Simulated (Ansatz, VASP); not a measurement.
One calculation of ZrWS3, two programs

Contents of INCAR:

```
SYSTEM = ZrWS3
PREC = Accurate
ENCUT = 520
EDIFF = 1E-6
ISMEAR = 0
SIGMA = 0.1
LREAL = .FALSE.
LASPH = .TRUE.
NELM = 80
ALGO = Normal
ISIF = 2
LWAVE = .FALSE.
LCHARG = .TRUE.
GGA = PE
LELF = .TRUE.
LVHAR = .TRUE.
NBANDS = 30
```

Contents of KPOINTS:

```
Automatic mesh
0
G
  4 4 4
  0 0 0
```

POSCAR

```
ZrWS3
1.0
    5.0015092200      0.0000000000      0.0000000000
    0.0000000000      5.0015092200      0.0000000000
    0.0000000000      0.0000000000      5.0015092200
Zr W S
1 1 3
Direct
    0.5000000000      0.5000000000      0.5000000000
    0.0000000000      0.0000000000      0.0000000000
    0.5000000000      0.0000000000      0.0000000000
    0.0000000000      0.5000000000      0.0000000000
    0.0000000000      0.0000000000      0.5000000000
```

Input for Ansatz:

```yaml
crystal:
  lattice:
    - [5.00150922, 0.0, 0.0]
    - [0.0, 5.00150922, 0.0]
    - [0.0, 0.0, 5.00150922]
  atoms:
    - { symbol: Zr, position: [0.5, 0.5, 0.5] }
    - { symbol: W, position: [0.0, 0.0, 0.0] }
    - { symbol: S, position: [0.5, 0.0, 0.0] }
    - { symbol: S, position: [0.0, 0.5, 0.0] }
    - { symbol: S, position: [0.0, 0.0, 0.5] }
basis:
  ecutwfc: 420
kpoints:
  mp_grid: { grid: [4, 4, 4] }
hamiltonian:
  xc: pbe
scf:
  occupations: { method: gaussian, width: 0.1 }
  lower_state_search: "off"
output:
  forces: true
  stress: true
  eigenvalues: true
```

Alike in both runs: task single point; functional PBE; k mesh 4 × 4 × 4; occupations gaussian, width 0.1 eV; no spin polarisation.

|  | VASP | Ansatz |
| --- | --- | --- |
| version | VASP 6.6.1 | Ansatz 0.2.0 |
| potentials or method | VASP PAW PBE potentials, release 64 (Zr_sv, W_sv, S) | scalar-relativistic, plane waves, PAW |
| plane-wave cutoff (eV) | 520 | 420 |
| valence electrons in the cell | 44 | 44 |

|  | VASP | Ansatz | Ansatz less VASP |
| --- | --- | --- | --- |
| gap on the k mesh at the Fermi level (eV) | none | none | - |
| pressure (GPa) | -15.7 | -15.7 | 0.00 |

A gap of «none» marks a metal or a gap that the smearing closes. With one functional, cell and mesh, what is left measures potentials, basis and numerics.

Caveats: so large a pressure means that the cell lies far from this level's equilibrium, or that cutoff or potentials fall short (VASP). Spin-orbit coupling is left out, which matters for the levels of W.
